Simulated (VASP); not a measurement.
The system is Rb3Tl.

```
CELL_PARAMETERS angstrom
0.00000 4.91232 4.91232
4.91232 0.00000 4.91232
4.91232 4.91232 0.00000
ATOMIC_POSITIONS crystal
Rb 0.25000 0.25000 0.25000
Rb 0.75000 0.75000 0.75000
Rb 0.50000 0.50000 0.50000
Tl 0.00000 0.00000 0.00000
```

The cell comes from a database or a generator and needn't be the stable form of this composition.

* Program: VASP 6.6.1
* Task: relaxation of cell and atoms
* Functional: LDA
* Potentials or basis: VASP PAW LDA potentials, release 64 (Rb_sv, Tl_d)
* Cutoff: 600 eV
* k mesh: 4 × 4 × 4
* Occupations: fermi-dirac, width 0.05 eV
* Spin: no spin polarisation

At the start: pressure -0.9 GPa; volume 59.27 Å³/atom.

Q: How do energy, volume and symmetry change on relaxing?

A: Over 5 steps the energy falls by 36.3 meV/atom and the volume is 48.68 Å³/atom (-17.9 %); space group Fm-3m (No. 225, to 0.05 Å).

Step by step:
```tsv
step	energy change (eV)	largest force (eV/Å)	pressure (GPa)	volume (Å³)
1	0.0000	0.0000	-0.90	237.08
2	-0.0583	0.0000	-0.76	225.87
3	-0.1341	0.0000	-0.33	204.30
4	-0.0375	0.0000	1.32	165.36
5	-0.1453	0.0000	-0.04	194.72
```

Final structure:
```
CELL_PARAMETERS angstrom
0.00000 4.60037 4.60037
4.60037 0.00000 4.60037
4.60037 4.60037 0.00000
ATOMIC_POSITIONS crystal
Rb 0.25000 0.25000 0.25000
Rb 0.75000 0.75000 0.75000
Rb 0.50000 0.50000 0.50000
Tl 0.00000 0.00000 0.00000
```

Caveat: the volume moved by over 15 % at a fixed basis, so the end points are rough.
